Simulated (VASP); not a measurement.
Computed with PBE GGA, VASP's PBE PAW potentials (set 64) (plane waves; VASP).

VASP input:

KPOINTS:
```
Automatic mesh
0
Gamma
6 6 3
0 0 0
```

**INCAR**
```
SYSTEM = SnSe2
PREC = Normal
ENCUT = 400
EDIFF = 1E-6
NELM = 100
ALGO = Normal
LREAL = .FALSE.
LASPH = .TRUE.
ISMEAR = 0
SIGMA = 0.05
GGA = PE
LMAXMIX = 4
LWAVE = .FALSE.
LCHARG = .FALSE.
ISIF = 2
```

File POSCAR:
```
SnSe2
12.6213880
  0.1506401673  -0.2601384253   0.0000000000
  0.1506401673   0.2601384253   0.0000000000
  0.0000000000   0.0000000000   0.5000000000
Sn Se
1 2
Cartesian
  0.0000000000   0.0000000000   0.0000000000
  0.1506401673   0.0867129819   0.1250000000
  0.1571586686  -0.0867129819   0.3750000000
```

POTCAR, in this order: Sn_d Se (PBE.64 set). Program: vasp_std.

What VASP printed:

OSZICAR:
```
       N       E                     dE             d eps       ncg     rms          rms(c)
DAV:   1     0.175995219967E+03    0.17600E+03   -0.10869E+04  1923   0.145E+03
DAV:   2     0.573931881267E+01   -0.17026E+03   -0.16746E+03  2081   0.347E+02
DAV:   3    -0.115469220694E+02   -0.17286E+02   -0.16905E+02  2420   0.110E+02
DAV:   4    -0.120360444794E+02   -0.48912E+00   -0.48847E+00  2436   0.200E+01
DAV:   5    -0.120474330871E+02   -0.11389E-01   -0.11388E-01  2876   0.297E+00    0.509E+00
DAV:   6    -0.117977596374E+02    0.24967E+00   -0.60449E-01  2842   0.874E+00    0.330E+00
DAV:   7    -0.117786893107E+02    0.19070E-01   -0.16716E-01  2387   0.293E+00    0.100E+00
DAV:   8    -0.117785912013E+02    0.98109E-04   -0.13229E-02  2424   0.120E+00    0.279E-01
DAV:   9    -0.117790787739E+02   -0.48757E-03   -0.14902E-03  2192   0.311E-01    0.828E-02
DAV:  10    -0.117790870877E+02   -0.83138E-05   -0.12989E-04  2732   0.897E-02    0.327E-02
DAV:  11    -0.117791193613E+02   -0.32274E-04   -0.53373E-05  2026   0.445E-02    0.833E-03
DAV:  12    -0.117791196644E+02   -0.30316E-06   -0.21200E-06  2289   0.134E-02
   1 F= -.11779120E+02 E0= -.11779120E+02  d E =-.232240E-12
```

File OUTCAR:
```
------------------------ aborting loop because EDIFF is reached ----------------------------------------
  FORCE on cell =-STRESS in cart. coord.  units (eV):
  Direction    XX          YY          ZZ          XY          YZ          ZX
  --------------------------------------------------------------------------------------
  Total        1.9521524      2.0550402      1.7773913      0.1035644      0.0216069      0.4614058
  in kB       39.6969958     41.7892196     36.1432321      2.1059799      0.4393764      9.3826813
  external PRESSURE =      39.2098158 kB  Pullay stress =       0.0000000 kB
  volume of cell :       78.79
      direct lattice vectors                 reciprocal lattice vectors
     1.901288000 -3.283308000  0.000000000     0.262979622 -0.152285439  0.000000000
     1.901288000  3.283308000  0.000000000     0.262979622  0.152285439  0.000000000
     0.000000000  0.000000000  6.310694000     0.000000000  0.000000000  0.158461177
 POSITION                                       TOTAL-FORCE (eV/Angst)
 -----------------------------------------------------------------------------------
      0.00000      0.00000      0.00000         0.240711      0.031055      0.036922
      1.90129      1.09444      1.57767         0.048917     -0.009225      0.335629
      1.98356     -1.09444      4.73302        -0.289628     -0.021829     -0.372552
 -----------------------------------------------------------------------------------
    total drift:                                0.000188     -0.000037      0.000006
  FREE ENERGIE OF THE ION-ELECTRON SYSTEM (eV)
  ---------------------------------------------------
  free  energy   TOTEN  =       -11.7791196644 eV

  energy  without entropy=      -11.7791196644  energy(sigma->0) =      -11.77911966
```
(Selected blocks of OUTCAR.)

File OUTCAR:
```
 val. band max:        3.9684933740   @ k =  -0.0000   0.1667   0.0000

 cond. band min:       4.6014303335   @ k =   0.5000  -0.0000   0.3333


 Fermi energy:         4.2005173087

 k-point     1 :       0.0000    0.0000    0.0000
  band No.  band energies     occupation
      1     -17.2895      2.00000
      2     -17.2868      2.00000
      3     -17.2474      2.00000
      4     -17.2352      2.00000
      5     -17.2346      2.00000
      6      -9.8949      2.00000
      7      -8.2697      2.00000
      8      -2.1845      2.00000
      9       3.2831      2.00000
     10       3.5219      2.00000
     11       3.6903      2.00000
     12       3.7355      2.00000
     13       3.7624      2.00000
     14       5.0740      0.00000
     15       7.0800      0.00000
     16       8.5285      0.00000
     17       8.8037      0.00000

 k-point     2 :       0.1667   -0.0000    0.0000
  band No.  band energies     occupation
      1     -17.3000      2.00000
      2     -17.2782      2.00000
      3     -17.2416      2.00000
      4     -17.2398      2.00000
      5     -17.2337      2.00000
      6      -9.6223      2.00000
      7      -8.1000      2.00000
      8      -2.1341      2.00000
      9       1.5031      2.00000
     10       2.4706      2.00000
     11       2.6031      2.00000
     12       3.7406      2.00000
     13       3.9053      2.00000
     14       6.2151      0.00000
     15       7.7309      0.00000
     16       8.7593      0.00000
     17       9.2017      0.00000

 k-point     3 :      -0.0000    0.1667    0.0000
  band No.  band energies     occupation
      1     -17.3016      2.00000
      2     -17.2773      2.00000
      3     -17.2455      2.00000
      4     -17.2362      2.00000
      5     -17.2328      2.00000
      6      -9.6223      2.00000
      7      -8.0873      2.00000
      8      -2.1571      2.00000
      9       1.3515      2.00000
     10       2.4605      2.00000
     11       2.6978      2.00000
...
```

Unless said otherwise, spin-orbit coupling is left out, though it shifts the bands of the heavy elements here.

The compound is SnSe2 in the 1T layered structure. The cell was not relaxed at this level, atoms are displaced from their ideal sites. The run is one of a series of settings (PREC = Normal against the base run), some of them coarse on purpose.
